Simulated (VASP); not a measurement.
```xyz
3
Lattice="0.0000 2.5908 2.5908 2.5908 0.0000 2.5908 2.5908 2.5908 0.0000" Properties=species:S:1:pos:R:3 pbc="T T T"
Hf     0.0000     0.0000     0.0000
O      1.2954     1.2954     1.2954
O      3.8862     3.8862     3.8862
```

These are PBE GGA, VASP's PBE PAW potentials (set 64) (plane waves; VASP 6.6.1) values and carry that method's errors. Run with 520 eV cut-off, KSPACING 0.4 per Å, Gaussian smearing of 0.050 eV, potentials Hf_pv O.

Task: Give the stress tensor in GPa (positive for a compressed cell).

Result: 
```
-14.06    0.00    0.00
  0.00  -14.06    0.00
  0.00    0.00  -14.06
```
The pressure is its mean diagonal, -14.06 GPa.

The compound is HfO2 in the fluorite structure, the high-temperature cubic form, which is unstable at 0 K; the monoclinic form is the stable one. The cell was not relaxed at this level. The run is one of a series of settings (KGAMMA = .FALSE., KSPACING = 0.4, KPOINTS file removed against the base run), some of them coarse on purpose.
